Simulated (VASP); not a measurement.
Calculation: PBEsol GGA, VASP's PBE PAW potentials (set 64) (plane waves; VASP).

A VASP calculation is set up with these files.

### KPOINTS
```
Automatic mesh
0
Gamma
5 4 1
0 0 0
```

### INCAR
```
SYSTEM = LiBr(110) slab
PREC = Normal
ENCUT = 450
EDIFF = 1E-5
NELM = 100
ALGO = Normal
LREAL = .FALSE.
LASPH = .TRUE.
ISMEAR = 0
SIGMA = 0.05
GGA = PS
LMAXMIX = 4
LWAVE = .TRUE.
LCHARG = .FALSE.
NELMIN = 4
LDIPOL = .TRUE.
IDIPOL = 3
DIPOL = 0.5 0.5 0.5
IBRION = 2
ISIF = 2
NSW = 50
EDIFFG = -0.03
```

### POSCAR
```
LiBr(110) slab
1.0
  3.8283936164   0.0000000000   0.0000000000
  0.0000000000   5.4141665872   0.0000000000
  0.0000000000   0.0000000000  26.2510907077
Li Br
6 6
Cart
  0.0000000000   0.0000000000   8.3400502711
  1.9141968082   2.7070832936  10.2542535544
  0.0000000000   0.0000000000  12.1684568377
  1.9141968082   2.7070832936  14.0826338700
  0.0000000000   0.0000000000  15.9968371533
  1.9141968082   2.7070832936  17.9110404366
  1.9141968082   0.0000000000  10.2542535544
  0.0000000000   2.7070832936   8.3400502711
  1.9141968082   0.0000000000  14.0826338700
  0.0000000000   2.7070832936  12.1684568377
  1.9141968082   0.0000000000  17.9110404366
  0.0000000000   2.7070832936  15.9968371533
```

POTCAR, in this order: Li_sv Br (PBE.64 set). Program: vasp_std.

Output of the run:

OSZICAR:
```
...
DAV:  11    -0.407795428872E+02   -0.26997E-04   -0.56217E-06   644   0.114E-02    0.315E-03
DAV:  12    -0.407795719617E+02   -0.29074E-04   -0.55567E-06   605   0.960E-03    0.206E-03
DAV:  13    -0.407795881541E+02   -0.16192E-04   -0.23635E-06   631   0.613E-03    0.123E-03
DAV:  14    -0.407795924689E+02   -0.43148E-05   -0.72686E-07   639   0.330E-03
   3 F= -.40779592E+02 E0= -.40779592E+02  d E =-.106393E+00
       N       E                     dE             d eps       ncg     rms          rms(c)
DAV:   1    -0.400573186080E+02    0.72227E+00   -0.16631E+02   666   0.639E+01    0.302E+00
DAV:   2    -0.407159814963E+02   -0.65866E+00   -0.71023E+00   804   0.102E+01    0.112E+00
DAV:   3    -0.408024029553E+02   -0.86421E-01   -0.96085E-01  1276   0.293E+00    0.894E-01
DAV:   4    -0.407988894072E+02    0.35135E-02   -0.13673E-02   852   0.608E-01    0.553E-01
DAV:   5    -0.407992398694E+02   -0.35046E-03   -0.15758E-02  1036   0.626E-01    0.167E-01
DAV:   6    -0.408004257006E+02   -0.11858E-02   -0.73297E-03   972   0.309E-01    0.139E-01
DAV:   7    -0.408005757927E+02   -0.15009E-03   -0.51460E-04   924   0.973E-02    0.879E-02
DAV:   8    -0.408009152928E+02   -0.33950E-03   -0.28257E-04   871   0.825E-02    0.282E-02
DAV:   9    -0.408012013586E+02   -0.28607E-03   -0.25008E-04   959   0.639E-02    0.329E-02
DAV:  10    -0.408013748727E+02   -0.17351E-03   -0.72529E-05   853   0.425E-02    0.106E-02
DAV:  11    -0.408014255848E+02   -0.50712E-04   -0.15455E-05   663   0.183E-02    0.699E-03
DAV:  12    -0.408014790297E+02   -0.53445E-04   -0.73922E-06   616   0.118E-02    0.290E-03
DAV:  13    -0.408015563505E+02   -0.77321E-04   -0.17615E-05   624   0.129E-02    0.364E-03
DAV:  14    -0.408015606428E+02   -0.42923E-05   -0.13512E-06   636   0.573E-03
   4 F= -.40801561E+02 E0= -.40801561E+02  d E =-.128361E+00
       N       E                     dE             d eps       ncg     rms          rms(c)
DAV:   1    -0.407457691134E+02    0.55787E-01   -0.28948E+01   666   0.265E+01    0.104E+00
DAV:   2    -0.408099499194E+02   -0.64181E-01   -0.70928E-01   839   0.344E+00    0.372E-01
DAV:   3    -0.408135678569E+02   -0.36179E-02   -0.48580E-02  1148   0.846E-01    0.276E-01
DAV:   4    -0.408139854200E+02   -0.41756E-03   -0.32294E-03   924   0.276E-01    0.128E-01
DAV:   5    -0.408146030146E+02   -0.61759E-03   -0.84263E-04   868   0.165E-01    0.361E-02
DAV:   6    -0.408146965334E+02   -0.93519E-04   -0.26213E-04  1060   0.726E-02    0.262E-02
DAV:   7    -0.408146973548E+02   -0.82137E-06   -0.40331E-05   780   0.293E-02
   5 F= -.40814697E+02 E0= -.40814697E+02  d E =-.141498E+00
       N       E                     dE             d eps       ncg     rms          rms(c)
DAV:   1    -0.408123706317E+02    0.23259E-02   -0.11489E+01   666   0.172E+01    0.503E-01
DAV:   2    -0.408342284231E+02   -0.21858E-01   -0.24249E-01   842   0.220E+00    0.194E-01
DAV:   3    -0.408356237236E+02   -0.13953E-02   -0.16343E-02  1132   0.489E-01    0.143E-01
DAV:   4    -0.408360042062E+02   -0.38048E-03   -0.75678E-04   932   0.150E-01    0.519E-02
DAV:   5    -0.408361916620E+02   -0.18746E-03   -0.18993E-04   962   0.818E-02    0.115E-02
DAV:   6    -0.408362044092E+02   -0.12747E-04   -0.72975E-05   972   0.375E-02    0.116E-02
DAV:   7    -0.408362041922E+02    0.21699E-06   -0.39704E-06   500   0.106E-02
   6 F= -.40836204E+02 E0= -.40836204E+02  d E =-.215068E-01
       N       E                     dE             d eps       ncg     rms          rms(c)
DAV:   1    -0.405014446402E+02    0.33476E+00   -0.93531E+01   666   0.496E+01    0.171E+00
DAV:   2    -0.408306032021E+02   -0.32916E+00   -0.35924E+00   874   0.709E+00    0.542E-01
DAV:   3    -0.408632963237E+02   -0.32693E-01   -0.34080E-01  1140   0.202E+00    0.491E-01
DAV:   4    -0.408642738753E+02   -0.97755E-03   -0.15901E-02   991   0.456E-01    0.323E-01
DAV:   5    -0.408636648645E+02    0.60901E-03   -0.24120E-03   964   0.279E-01    0.137E-01
DAV:   6    -0.408640460175E+02   -0.38115E-03   -0.18575E-03   988   0.216E-01    0.675E-02
DAV:   7    -0.408640846147E+02   -0.38597E-04   -0.62265E-04   983   0.982E-02    0.341E-02
DAV:   8    -0.408641165872E+02   -0.31972E-04   -0.49937E-05   868   0.306E-02    0.403E-02
DAV:   9    -0.408641284305E+02   -0.11843E-04   -0.99189E-05   972   0.530E-02    0.390E-02
DAV:  10    -0.408641203314E+02    0.80992E-05   -0.48513E-05   815   0.310E-02
   7 F= -.40864120E+02 E0= -.40864120E+02  d E =-.494230E-01
       N       E                     dE             d eps       ncg     rms          rms(c)
DAV:   1    -0.408517152912E+02    0.12413E-01   -0.82762E+00   666   0.155E+01    0.514E-01
DAV:   2    -0.408727260703E+02   -0.21011E-01   -0.23257E-01   820   0.231E+00    0.220E-01
DAV:   3    -0.408740253980E+02   -0.12993E-02   -0.16436E-02  1156   0.531E-01    0.162E-01
DAV:   4    -0.408743659134E+02   -0.34052E-03   -0.50324E-04  1015   0.105E-01    0.762E-02
DAV:   5    -0.408745487131E+02   -0.18280E-03   -0.23070E-04   852   0.867E-02    0.130E-02
DAV:   6    -0.408745698896E+02   -0.21177E-04   -0.47959E-05   908   0.306E-02    0.129E-02
DAV:   7    -0.408745724922E+02   -0.26026E-05   -0.22904E-06   572   0.778E-03
   8 F= -.40874572E+02 E0= -.40874572E+02  d E =-.104522E-01
       N       E                     dE             d eps       ncg     rms          rms(c)
DAV:   1    -0.406123213465E+02    0.26225E+00   -0.72641E+01   666   0.464E+01    0.168E+00
DAV:   2    -0.408720941728E+02   -0.25977E+00   -0.28236E+00   892   0.740E+00    0.630E-01
DAV:   3    -0.408868369550E+02   -0.14743E-01   -0.17141E-01  1108   0.175E+00    0.520E-01
DAV:   4    -0.408874169794E+02   -0.58002E-03   -0.79484E-03  1076   0.410E-01    0.315E-01
DAV:   5    -0.408877367508E+02   -0.31977E-03   -0.21024E-03   828   0.258E-01    0.108E-01
DAV:   6    -0.408881123767E+02   -0.37563E-03   -0.82515E-04   940   0.125E-01    0.325E-02
DAV:   7    -0.408882151359E+02   -0.10276E-03   -0.73371E-05   871   0.401E-02    0.154E-02
DAV:   8    -0.408882823751E+02   -0.67239E-04   -0.28875E-05   703   0.332E-02    0.831E-03
DAV:   9    -0.408883611087E+02   -0.78734E-04   -0.27327E-05   653   0.271E-02    0.783E-03
DAV:  10    -0.408883879462E+02   -0.26838E-04   -0.92579E-06   655   0.135E-02    0.417E-03
DAV:  11    -0.408884089886E+02   -0.21042E-04   -0.28702E-06   623   0.746E-03    0.283E-03
DAV:  12    -0.408884363248E+02   -0.27336E-04   -0.49499E-06   647   0.717E-03    0.251E-03
DAV:  13    -0.408884436299E+02   -0.73051E-05   -0.12830E-06   647   0.445E-03
   9 F= -.40888444E+02 E0= -.40888444E+02  d E =-.243233E-01
       N       E                     dE             d eps       ncg     rms          rms(c)
DAV:   1    -0.408878264840E+02    0.60984E-03   -0.25543E-01   676   0.273E+00    0.893E-02
DAV:   2    -0.408884162348E+02   -0.58975E-03   -0.67344E-03   819   0.401E-01    0.402E-02
DAV:   3    -0.408884651962E+02   -0.48961E-04   -0.40747E-04  1108   0.878E-02    0.286E-02
DAV:   4    -0.408884795583E+02   -0.14362E-04   -0.13834E-05   602   0.203E-02    0.129E-02
DAV:   5    -0.408884830593E+02   -0.35009E-05   -0.76591E-06   639   0.170E-02
  10 F= -.40888483E+02 E0= -.40888483E+02  d E =-.243627E-01
       N       E                     dE             d eps       ncg     rms          rms(c)
DAV:   1    -0.408853740306E+02    0.31055E-02   -0.23614E+00   666   0.771E+00    0.253E-01
DAV:   2    -0.408893098320E+02   -0.39358E-02   -0.45164E-02   775   0.994E-01    0.939E-02
DAV:   3    -0.408896480278E+02   -0.33820E-03   -0.38013E-03  1164   0.246E-01    0.640E-02
DAV:   4    -0.408897856202E+02   -0.13759E-03   -0.19228E-04   876   0.726E-02    0.279E-02
DAV:   5    -0.408898304737E+02   -0.44854E-04   -0.66405E-05   916   0.444E-02    0.844E-03
DAV:   6    -0.408898329657E+02   -0.24920E-05   -0.22155E-05   764   0.186E-02
  11 F= -.40889833E+02 E0= -.40889833E+02  d E =-.134991E-02
```

**OUTCAR**
```
------------------------ aborting loop because EDIFF is reached ----------------------------------------
  FORCE on cell =-STRESS in cart. coord.  units (eV):
  Direction    XX          YY          ZZ          XY          YZ          ZX
  --------------------------------------------------------------------------------------
  Total        1.0928195     -3.5432469     -0.4546609      0.0000000      0.0000000      0.0000000
  in kB        3.2178328    -10.4331739     -1.3387598      0.0000000      0.0000000      0.0000000
  external PRESSURE =      -2.8513669 kB  Pullay stress =       0.0000000 kB
  volume of cell :      544.12
      direct lattice vectors                 reciprocal lattice vectors
     3.828393616  0.000000000  0.000000000     0.261206161  0.000000000  0.000000000
     0.000000000  5.414166587  0.000000000     0.000000000  0.184700634  0.000000000
     0.000000000  0.000000000 26.251090708     0.000000000  0.000000000  0.038093655
 POSITION                                       TOTAL-FORCE (eV/Angst)
 -----------------------------------------------------------------------------------
      0.00000      0.00000      8.65996         0.000000      0.000000     -0.003673
      1.91420      2.70708     10.00412         0.000000      0.000000      0.000957
      0.00000      0.00000     12.31328         0.000000      0.000000      0.014380
      1.91420      2.70708     13.93781         0.000000      0.000000     -0.014380
      0.00000      0.00000     16.24697         0.000000      0.000000     -0.000957
      1.91420      2.70708     17.59113         0.000000      0.000000      0.003673
      1.91420      0.00000     10.28480         0.000000      0.000000     -0.015094
      0.00000      2.70708      8.26451         0.000000      0.000000      0.001676
      1.91420      0.00000     14.12022         0.000000      0.000000     -0.007070
      0.00000      2.70708     12.13087         0.000000      0.000000      0.007070
      1.91420      0.00000     17.98658         0.000000      0.000000     -0.001676
      0.00000      2.70708     15.96629         0.000000      0.000000      0.015094
 -----------------------------------------------------------------------------------
    total drift:                                0.000000      0.000000      0.000000
  FREE ENERGIE OF THE ION-ELECTRON SYSTEM (eV)
  ---------------------------------------------------
  free  energy   TOTEN  =       -40.8898329657 eV

  energy  without entropy=      -40.8898329657  energy(sigma->0) =      -40.88983297

 reached required accuracy - stopping structural energy minimisation
```
(Selected blocks of OUTCAR.)

File CONTCAR:
```
LiBr(110) slab
   1.00000000000000
     3.8283936164000001    0.0000000000000000    0.0000000000000000
     0.0000000000000000    5.4141665872000004    0.0000000000000000
     0.0000000000000000    0.0000000000000000   26.2510907077000013
  Li              Br
     6     6
Direct
     0.0000000000000000    0.0000000000000000    0.3298895301681975
     0.5000000000000000    0.5000000000000000    0.3810934695400435
     0.0000000000000000    0.0000000000000000    0.4690577705452472
     0.5000000000000000    0.5000000000000000    0.5309422294547528
     0.0000000000000000    0.0000000000000000    0.6189065304599566
     0.5000000000000000    0.5000000000000000    0.6701104698318023
     0.5000000000000000    0.0000000000000000    0.3917856048870381
     0.0000000000000000    0.5000000000000000    0.3148254701170385
     0.5000000000000000    0.0000000000000000    0.5378908095944660
     0.0000000000000000    0.5000000000000000    0.4621091904055341
     0.5000000000000000    0.0000000000000000    0.6851745298829617
     0.0000000000000000    0.5000000000000000    0.6082143951129620
```

At this cut-off the stress carries a Pulay error, which pulls relaxed volumes low.

The cell is a thin slab with vacuum, built from LiBr (rock salt): (110) face.
